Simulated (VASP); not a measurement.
A run of VASP 6.6.1:

Contents of INCAR:

```
  PREC = Accurate
  ENCUT = 600
  EDIFF = 1E-6
  ISMEAR = 0
  SIGMA = 0.03
  LREAL = False
  LASPH = True
  NELM = 80
  ALGO = Normal
  ISIF = 3
  LWAVE = False
  LCHARG = False
  GGA = PE
  IVDW = 12
  IBRION = 2
  NSW = 90
  EDIFFG = -0.01
  KPAR = 2
```

Contents of KPOINTS:

```
Automatic mesh
0
Gamma
  9 9 5
```

POSCAR

```
PtSe2
1.0
    3.7240000000      0.0000000000      0.0000000000
   -1.8620000000      3.2250786037      0.0000000000
    0.0000000000      0.0000000000      5.0620000000
Pt Se
1 2
Direct
    0.0000000000      0.0000000000      0.0000000000
    0.3333333333      0.6666666667      0.2500000000
    0.6666666667      0.3333333333      0.7500000000
```

Potentials or basis: VASP PAW PBE potentials, release 64 (Pt, Se).

The run is started by

```bash
$ cat potpaw_PBE.64/Pt/POTCAR potpaw_PBE.64/Se/POTCAR > POTCAR
$ mpirun -np 2 vasp_std > vasp.out
```

Hardware: 2 MPI ranks on AMD EPYC 7R13 Processor (Zen 3), with other jobs on the host.

Task: How long does it take, and how much memory?

Result: Run time: 4.1 min on 2 MPI ranks on AMD EPYC 7R13 Processor (Zen 3), with other jobs on the host, peak memory 0.23 GiB a rank. Counts: scf iterations 126, k points 50, ion steps 20.
